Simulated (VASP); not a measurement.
The input files of a VASP run:

KPOINTS:
```
K-points
0
G
  8 8 8
0 0 0
```

### INCAR
```
ALGO = Normal
EDIFF = 1E-6
EDIFFG = -0.01
ENCUT = 520
GGA = PS
IBRION = 2
ISIF = 3
ISMEAR = 0
LASPH = .True.
LCHARG = .False.
LMAXMIX = 4
LREAL = .False.
LWAVE = .False.
NELM = 100
NSW = 60
PREC = Accurate
SIGMA = 0.05
SYSTEM = ZnS
```

POSCAR:
```
ZnS
1
    0.0000000000     2.7050000000     2.7050000000
    2.7050000000     0.0000000000     2.7050000000
    2.7050000000     2.7050000000     0.0000000000
Zn S
1 1
Direct
  0.0000000000   0.0000000000   0.0000000000
  0.2500000000   0.2500000000   0.2500000000
```

POTCAR, in this order: Zn S (PBE.64 set). Program: vasp_std.

**Question.** Write an equivalent input for Quantum ESPRESSO's pw.x.

**Answer.** One equivalent input (not run):
```
&CONTROL
  calculation = 'vc-relax'
  pseudo_dir = './pseudo'
  outdir = './out'
  tprnfor = .true.
  tstress = .true.
  nstep = 60
  forc_conv_thr = 0.00039
/
&SYSTEM
  ibrav = 0
  nat = 2
  ntyp = 2
  ecutwfc = 84
  occupations = 'smearing'
  smearing = 'gaussian'
  degauss = 0.003675
  input_dft = 'pbesol'
/
&ELECTRONS
  conv_thr = 7.3e-08
  electron_maxstep = 100
/
&IONS
/
&CELL
/
ATOMIC_SPECIES
  Zn 65.380 Zn.upf
  S 32.060 S.upf
CELL_PARAMETERS angstrom
     0.0000000    2.7050000    2.7050000
     2.7050000    0.0000000    2.7050000
     2.7050000    2.7050000    0.0000000
ATOMIC_POSITIONS crystal
  Zn   0.0000000  0.0000000  0.0000000
  S    0.2500000  0.2500000  0.2500000
K_POINTS automatic
  8 8 8 0 0 0
```
What does not carry over: the potentials are each code's own (VASP's PAW set, PseudoDojo norm-conserving files in pw.x), so ENCUT and ecutwfc are chosen apart and not converted; conv_thr bounds pw.x's estimated SCF error, while EDIFF bounds the energy change between steps; forc_conv_thr acts on force components and is met together with etot_conv_thr.

The compound is ZnS in the zinc blende structure. This run relaxes it. Symmetry was kept, so distortions that lower it aren't found.
